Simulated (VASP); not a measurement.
Computed with AM05 GGA, VASP's PBE PAW potentials (set 64) (plane waves; VASP).

VASP ran on this input.

INCAR:
```
! general
SYSTEM  = PtSe2
PREC    = Accurate
ENCUT   = 520
LREAL   = .FALSE.
LASPH   = .TRUE.

! electronic loop
EDIFF   = 1E-6
NELM    = 100
ALGO    = Normal
LMAXMIX = 6

! smearing
ISMEAR  = 1
SIGMA   = 0.1

! functional
GGA     = AM

! ions
IBRION  = 2
NSW     = 60
ISIF    = 3
EDIFFG  = -0.02

! output
LWAVE   = .FALSE.
LCHARG  = .FALSE.
```

### KPOINTS
```
kpoints
0
G
 9 9 6
0 0 0
```

**POSCAR**
```
PtSe2
1.0
  1.8798455233  -3.2559882064   0.0000000000
  1.8798455233   3.2559882064   0.0000000000
  0.0000000000   0.0000000000   5.0014137594
Pt Se
1 2
Cart
  1.8798455233  -3.2559882064   0.0000000000
  1.8798455233   1.0853315728   1.2551782022
  1.8798455233  -1.0853315728   3.7462355572
```

POTCAR, in this order: Pt Se (PBE.64 set). Program: vasp_std.

The run wrote:

File OUTCAR:
```
 ion  position               nearest neighbor table
   1  0.000  0.000  0.000-   2 2.51   3 2.51   3 2.51   2 2.51   3 2.51   2 2.51
   2  0.333  0.667  0.251-   1 2.51   1 2.51   1 2.51
   3  0.667  0.333  0.749-   1 2.51   1 2.51   1 2.51
  LATTYP: Found a hexagonal cell.
 ALAT       =     3.7596912628
 C/A-ratio  =     1.3302724638
 Subroutine PRICEL returns:
 Original cell was already a primitive cell.
 Subroutine GETGRP returns: Found 12 space group operations
The static configuration has the point symmetry D_3d.
The dynamic configuration has the point symmetry D_3d.
 Subroutine INISYM returns: Found 12 space group operations
 Subroutine IBZKPT returns following result:
 Found     62 irreducible k-points:

 Following reciprocal coordinates:
            Coordinates               Weight
  0.000000  0.000000  0.000000      1.000000
  0.111111 -0.000000  0.000000      6.000000
  0.222222 -0.000000  0.000000      6.000000
  0.333333 -0.000000  0.000000      6.000000
  0.444444 -0.000000  0.000000      6.000000
  0.111111  0.111111  0.000000      6.000000
  0.222222  0.111111  0.000000     12.000000
  0.333333  0.111111  0.000000     12.000000
  0.444444  0.111111  0.000000      6.000000
  0.222222  0.222222  0.000000      6.000000
  0.333333  0.222222  0.000000     12.000000
  0.333333  0.333333  0.000000      2.000000
  0.000000  0.000000  0.166667      2.000000
  0.111111 -0.000000  0.166667      6.000000
 -0.000000  0.111111  0.166667      6.000000
  0.222222 -0.000000  0.166667      6.000000
 -0.000000  0.222222  0.166667      6.000000
  0.333333 -0.000000  0.166667      6.000000
 -0.000000  0.333333  0.166667      6.000000
  0.444444 -0.000000  0.166667      6.000000
 -0.000000  0.444444  0.166667      6.000000
  0.111111  0.111111  0.166667     12.000000
...
```

File OSZICAR:
```
       N       E                     dE             d eps       ncg     rms          rms(c)
DAV:   1     0.114622729081E+03    0.11462E+03   -0.10372E+04  1908   0.129E+03
DAV:   2    -0.108724096184E+02   -0.12550E+03   -0.12276E+03  2378   0.237E+02
DAV:   3    -0.158070817309E+02   -0.49347E+01   -0.49022E+01  2287   0.496E+01
DAV:   4    -0.158457691029E+02   -0.38687E-01   -0.39104E-01  2280   0.484E+00
DAV:   5    -0.158461959784E+02   -0.42688E-03   -0.42687E-03  2336   0.479E-01    0.130E+01
DAV:   6    -0.152690343106E+02    0.57716E+00   -0.49907E+00  1902   0.220E+01    0.774E+00
DAV:   7    -0.150718475225E+02    0.19719E+00   -0.93856E-01  1930   0.105E+01    0.382E+00
DAV:   8    -0.150475248688E+02    0.24323E-01   -0.69086E-02  1979   0.198E+00    0.828E-01
DAV:   9    -0.150443483428E+02    0.31765E-02   -0.93612E-03  2133   0.103E+00    0.189E-01
DAV:  10    -0.150445122867E+02   -0.16394E-03   -0.12514E-03  2126   0.287E-01    0.460E-02
DAV:  11    -0.150445214314E+02   -0.91447E-05   -0.96757E-05  2364   0.102E-01    0.190E-02
DAV:  12    -0.150445267832E+02   -0.53518E-05   -0.22663E-05  2021   0.394E-02    0.373E-03
DAV:  13    -0.150445271445E+02   -0.36137E-06   -0.86237E-07  1868   0.725E-03
   1 F= -.15044527E+02 E0= -.15044563E+02  d E =-.150445E+02
       N       E                     dE             d eps       ncg     rms          rms(c)
DAV:   1    -0.150462751783E+02   -0.17484E-02   -0.53365E-02  1881   0.169E+00    0.162E-01
DAV:   2    -0.150454775342E+02    0.79764E-03   -0.42938E-03  2091   0.602E-01    0.116E-01
DAV:   3    -0.150453181375E+02    0.15940E-03   -0.64644E-04  2021   0.261E-01    0.502E-02
DAV:   4    -0.150452651019E+02    0.53036E-04   -0.18356E-04  2105   0.923E-02    0.204E-02
DAV:   5    -0.150452640021E+02    0.10998E-05   -0.13767E-05  2245   0.313E-02    0.112E-02
DAV:   6    -0.150452640195E+02   -0.17401E-07   -0.17733E-06  1491   0.112E-02
   2 F= -.15045264E+02 E0= -.15045318E+02  d E =-.736875E-03
       N       E                     dE             d eps       ncg     rms          rms(c)
DAV:   1    -0.150456992707E+02   -0.43527E-03   -0.18092E-02  1881   0.982E-01    0.942E-02
DAV:   2    -0.150454324978E+02    0.26677E-03   -0.14450E-03  2077   0.350E-01    0.669E-02
DAV:   3    -0.150453794340E+02    0.53064E-04   -0.21648E-04  2014   0.151E-01    0.290E-02
DAV:   4    -0.150453616927E+02    0.17741E-04   -0.60883E-05  2091   0.531E-02    0.118E-02
DAV:   5    -0.150453613115E+02    0.38126E-06   -0.46276E-06  2126   0.182E-02
   3 F= -.15045361E+02 E0= -.15045428E+02  d E =-.834167E-03
       N       E                     dE             d eps       ncg     rms          rms(c)
DAV:   1    -0.150480959866E+02   -0.27343E-02   -0.78855E-02  1874   0.239E+00    0.340E-01
DAV:   2    -0.150460036536E+02    0.20923E-02   -0.87484E-03  1979   0.996E-01    0.173E-01
DAV:   3    -0.150455588385E+02    0.44482E-03   -0.10345E-03  2070   0.328E-01    0.743E-02
DAV:   4    -0.150454499108E+02    0.10893E-03   -0.52892E-04  1986   0.156E-01    0.339E-02
DAV:   5    -0.150454507420E+02   -0.83125E-06   -0.19192E-05  2021   0.393E-02    0.195E-02
DAV:   6    -0.150454505034E+02    0.23858E-06   -0.68478E-06  2196   0.230E-02
   4 F= -.15045451E+02 E0= -.15045534E+02  d E =-.891920E-04
       N       E                     dE             d eps       ncg     rms          rms(c)
DAV:   1    -0.150460266632E+02   -0.57592E-03   -0.14335E-02  1874   0.102E+00    0.145E-01
DAV:   2    -0.150456454276E+02    0.38124E-03   -0.15802E-03  1993   0.426E-01    0.752E-02
DAV:   3    -0.150455640941E+02    0.81334E-04   -0.18648E-04  2042   0.139E-01    0.324E-02
DAV:   4    -0.150455433983E+02    0.20696E-04   -0.96923E-05  1979   0.666E-02    0.145E-02
DAV:   5    -0.150455439353E+02   -0.53707E-06   -0.34642E-06  1860   0.166E-02
   5 F= -.15045544E+02 E0= -.15045620E+02  d E =-.182624E-03
```

### OUTCAR
```
------------------------ aborting loop because EDIFF is reached ----------------------------------------
  FORCE on cell =-STRESS in cart. coord.  units (eV):
  Direction    XX          YY          ZZ          XY          YZ          ZX
  --------------------------------------------------------------------------------------
  Total       -0.0104132     -0.0104132     -0.0338184     -0.0000000      0.0000000     -0.0000000
  in kB       -0.2728244     -0.2728245     -0.8860369     -0.0000000      0.0000000     -0.0000000
  external PRESSURE =      -0.4772286 kB  Pullay stress =       0.0000000 kB
  volume of cell :       61.15
      direct lattice vectors                 reciprocal lattice vectors
     1.874580435 -3.246868805 -0.000000000     0.266726351 -0.153994519  0.000000000
     1.874580435  3.246868805  0.000000000     0.266726351  0.153994519 -0.000000000
     0.000000000  0.000000000  5.023572012     0.000000000 -0.000000000  0.199061544
 POSITION                                       TOTAL-FORCE (eV/Angst)
 -----------------------------------------------------------------------------------
      0.00000      0.00000      0.00000         0.000000      0.000000      0.000000
      1.87458      1.08229      1.26790        -0.000000     -0.000000     -0.002401
      1.87458     -1.08229      3.75567         0.000000      0.000000      0.002401
 -----------------------------------------------------------------------------------
    total drift:                                0.000000      0.000000      0.000000
  FREE ENERGIE OF THE ION-ELECTRON SYSTEM (eV)
  ---------------------------------------------------
  free  energy   TOTEN  =       -15.0455439353 eV

  energy  without entropy=      -15.0457729136  energy(sigma->0) =      -15.04562026

 reached required accuracy - stopping structural energy minimisation
```
(Selected blocks of OUTCAR.)

File CONTCAR:
```
PtSe2
   1.00000000000000
     1.8745804354707880   -3.2468688046781966   -0.0000000000000000
     1.8745804354707880    3.2468688046781966    0.0000000000000000
     0.0000000000000000    0.0000000000000000    5.0235720121341885
  Pt              Se
     1     2
Direct
     0.0000000000000000    0.0000000000000000    0.0000000000000000
     0.3333330000000032    0.6666669999999968    0.2523902402721745
     0.6666669999999968    0.3333330000000032    0.7476097597278254
```

Without a dispersion term in the relaxation, distances and binding between the weakly bound layers, chains or molecules are unreliable, and so is what depends on them.

The compound is PtSe2 in the 1T layered structure. This run relaxes it. Symmetry was kept, so distortions that lower it aren't found. The start is the result of an earlier pass.
